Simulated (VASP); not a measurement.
Consider the following.

```
CELL_PARAMETERS angstrom
      1.99051    -2.04307     0.00000
      1.99051     2.04307     0.00000
      0.00000     0.00000     5.06892
ATOMIC_POSITIONS crystal
  Cu 0.00000 0.50000 0.00000
  Cu 0.50000 0.00000 0.50000
  O  0.50000 0.50000 0.25000
  O  0.50000 0.50000 0.75000
```

All values below come from LDA (Ceperley-Alder, Perdew-Zunger) with spin-orbit coupling, VASP's LDA PAW potentials (set 64) (plane waves; VASP). Run with 520 eV cut-off, 10×10×6 Γ-centred mesh, Gaussian smearing of 0.050 eV, potentials Cu O.

Question: Give the energies of bands 25 to 38 at the high-symmetry points, in eV from the Fermi level.

Answer: 
```tsv
band	Γ	Y	C0	Z	A0	T	S	R
25	-2.64	-2.54	-2.54	-2.49	-2.13	-2.11	-2.43	-2.65
26	-2.64	-2.54	-2.54	-2.49	-2.13	-2.11	-2.43	-2.65
27	-2.61	-2.53	-2.51	-2.49	-2.12	-2.11	-2.07	-2.53
28	-2.61	-2.53	-2.51	-2.49	-2.12	-2.11	-2.07	-2.53
29	-2.46	-1.67	-1.64	-1.65	-1.55	-1.51	-1.70	-2.18
30	-2.46	-1.67	-1.64	-1.65	-1.55	-1.51	-1.70	-2.18
31	-2.10	-1.31	-1.37	-1.65	-1.52	-1.51	-1.61	-1.94
32	-2.10	-1.31	-1.37	-1.65	-1.52	-1.51	-1.61	-1.94
33	0.68	-1.22	-1.27	0.07	-0.50	-0.49	0.24	-0.10
34	0.68	-1.22	-1.27	0.07	-0.50	-0.49	0.24	-0.10
35	0.76	1.23	1.21	0.07	-0.46	-0.49	0.47	0.73
36	0.76	1.23	1.21	0.07	-0.46	-0.49	0.47	0.73
37	1.64	1.82	1.99	3.69	3.85	3.79	3.39	4.16
38	1.64	1.82	1.99	3.69	3.85	3.79	3.39	4.16
```

It has no gap at this level: it comes out as a metal or semimetal.

The structure comes from a computed database's CuO entry (Cccm); how it stands against other phases isn't given here. It was relaxed first, which changed the volume by -7 %.
